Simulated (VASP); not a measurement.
OSZICAR of a VASP run on AlN (zinc blende):

**OSZICAR**
```
       N       E                     dE             d eps       ncg     rms          rms(c)
DAV:   1     0.957992247864E+01    0.95799E+01   -0.45101E+03  2760   0.974E+02
DAV:   2    -0.227539804228E+02   -0.32334E+02   -0.31289E+02  3568   0.171E+02
DAV:   3    -0.234994142800E+02   -0.74543E+00   -0.74543E+00  3264   0.326E+01
DAV:   4    -0.235019190099E+02   -0.25047E-02   -0.25047E-02  4176   0.177E+00
DAV:   5    -0.235019236169E+02   -0.46070E-05   -0.46070E-05  3328   0.567E-02    0.890E+00
DAV:   6    -0.188443292596E+02    0.46576E+01   -0.90417E+00  3184   0.217E+01    0.402E+00
DAV:   7    -0.192788724729E+02   -0.43454E+00   -0.11223E+00  3664   0.794E+00    0.220E+00
DAV:   8    -0.187306482076E+02    0.54822E+00   -0.81304E-01  2776   0.738E+00    0.157E+00
DAV:   9    -0.191451775845E+02   -0.41453E+00   -0.20317E-01  2752   0.530E+00    0.645E-01
DAV:  10    -0.191445444787E+02    0.63311E-03   -0.30811E-02  3016   0.136E+00    0.364E-01
DAV:  11    -0.191422878601E+02    0.22566E-02   -0.67327E-04  3048   0.343E-01    0.307E-01
DAV:  12    -0.191520011460E+02   -0.97133E-02   -0.35673E-03  2848   0.521E-01    0.105E-01
DAV:  13    -0.191547340881E+02   -0.27329E-02   -0.19966E-03  2760   0.477E-01    0.380E-02
DAV:  14    -0.191548118979E+02   -0.77810E-04   -0.87954E-05  3464   0.900E-02    0.530E-02
DAV:  15    -0.191547651344E+02    0.46764E-04   -0.48444E-04  3352   0.153E-01    0.722E-03
DAV:  16    -0.191547663588E+02   -0.12244E-05   -0.12271E-05  3024   0.452E-02    0.539E-03
DAV:  17    -0.191547658392E+02    0.51955E-06   -0.21833E-07  4104   0.500E-03    0.522E-03
DAV:  18    -0.191547615020E+02    0.43372E-05   -0.88901E-08  2904   0.467E-03    0.231E-03
DAV:  19    -0.191547642608E+02   -0.27588E-05   -0.57822E-07  2904   0.660E-03    0.114E-03
DAV:  20    -0.191547633531E+02    0.90765E-06   -0.25095E-08  1560   0.195E-03    0.802E-04
DAV:  21    -0.191547635747E+02   -0.22151E-06   -0.40524E-09  1520   0.952E-04    0.337E-04
DAV:  22    -0.191547634717E+02    0.10298E-06   -0.47640E-09  1512   0.822E-04    0.220E-04
DAV:  23    -0.191547634744E+02   -0.26948E-08   -0.36446E-09  1536   0.487E-04
   1 F= -.19154763E+02 E0= -.19154763E+02  d E =-.191548E+02
       N       E                     dE             d eps       ncg     rms          rms(c)
DAV:   1    -0.191588667139E+02   -0.41032E-02   -0.14238E+00  2736   0.115E+01    0.190E-01
DAV:   2    -0.191587528535E+02    0.11386E-03   -0.12950E-02  3304   0.129E+00    0.120E-01
DAV:   3    -0.191582519205E+02    0.50093E-03   -0.31436E-03  3528   0.640E-01    0.333E-02
DAV:   4    -0.191579455400E+02    0.30638E-03   -0.74722E-04  2800   0.394E-01    0.208E-02
DAV:   5    -0.191580158189E+02   -0.70279E-04   -0.25693E-04  2848   0.220E-01    0.131E-02
DAV:   6    -0.191580393101E+02   -0.23491E-04   -0.89833E-05  2784   0.128E-01    0.344E-03
DAV:   7    -0.191580475028E+02   -0.81927E-05   -0.61458E-06  3240   0.318E-02    0.132E-03
DAV:   8    -0.191580461257E+02    0.13771E-05   -0.74748E-07  3216   0.107E-02    0.134E-03
DAV:   9    -0.191580459688E+02    0.15689E-06   -0.15367E-07  2856   0.512E-03    0.263E-04
DAV:  10    -0.191580456740E+02    0.29482E-06   -0.21392E-08  1520   0.211E-03    0.192E-04
DAV:  11    -0.191580457510E+02   -0.77052E-07   -0.82546E-09  1480   0.111E-03
   2 F= -.19158046E+02 E0= -.19158046E+02  d E =-.328228E-02
       N       E                     dE             d eps       ncg     rms          rms(c)
DAV:   1    -0.191590541573E+02   -0.10085E-02   -0.14432E-01  2736   0.367E+00    0.604E-02
DAV:   2    -0.191590391386E+02    0.15019E-04   -0.13045E-03  3328   0.409E-01    0.381E-02
DAV:   3    -0.191589810428E+02    0.58096E-04   -0.33119E-04  3504   0.208E-01    0.109E-02
DAV:   4    -0.191589494637E+02    0.31579E-04   -0.79012E-05  2800   0.128E-01    0.665E-03
DAV:   5    -0.191589530390E+02   -0.35753E-05   -0.28576E-05  2816   0.736E-02    0.424E-03
DAV:   6    -0.191589575754E+02   -0.45364E-05   -0.93690E-06  2824   0.414E-02    0.120E-03
DAV:   7    -0.191589576809E+02   -0.10555E-06   -0.71691E-07  3272   0.110E-02    0.444E-04
DAV:   8    -0.191589575702E+02    0.11068E-06   -0.11048E-07  1864   0.399E-03    0.477E-04
DAV:   9    -0.191589576275E+02   -0.57299E-07   -0.17087E-08  1488   0.169E-03
   3 F= -.19158958E+02 E0= -.19158958E+02  d E =-.419415E-02
```

**Question.** Which electronic solver shows in the log?

**Answer.** It is blocked Davidson (ALGO = Normal, or the opening steps of other solvers). The INCAR had ALGO = Normal.

**Question.** Can the final energy be trusted as converged?

**Answer.** Self-consistency was reached. It stopped with EDIFF = 1E-7, NELM = 100, NSW = 30 and EDIFFG = -0.01 after 3 ionic steps (r2SCAN meta-GGA, plane waves, VASP's PBE PAW potentials (set 64)).

The compound is AlN in the zinc blende structure, a metastable form; wurtzite is the usual one. This cell was strained or had an atom moved on purpose. Symmetry was kept, so distortions that lower it aren't found.
